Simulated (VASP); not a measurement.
```xyz
2
Lattice="0.0000 1.9765 1.9765 1.9765 0.0000 1.9765 1.9765 1.9765 0.0000" Properties=species:S:1:pos:R:3 pbc="T T T"
Li     0.0000     0.0000     0.0000
H      1.9765     1.9765     1.9765
```

These are PBE GGA with D4 dispersion, VASP's PBE PAW potentials (set 64) (plane waves; VASP 6.6.1) values and carry that method's errors. Run with 520 eV cut-off, 13×13×13 Γ-centred mesh, tetrahedra with Blöchl corrections, potentials Li_sv H.

Problem. The job: LiH (rock salt), 2 atoms, PBE-D4, static run, 520 eV, 13×13×13 Γ-centred mesh. Roughly how much core time does it take on a busy server core?

Solution. About 5 core-seconds (one run on a shared machine, a rough figure). It had 84 irreducible k-points, 6 bands, up to 431 plane waves and 14 electronic steps.

The compound is LiH in the rock salt structure. It was relaxed first, which changed the volume by -9 %.
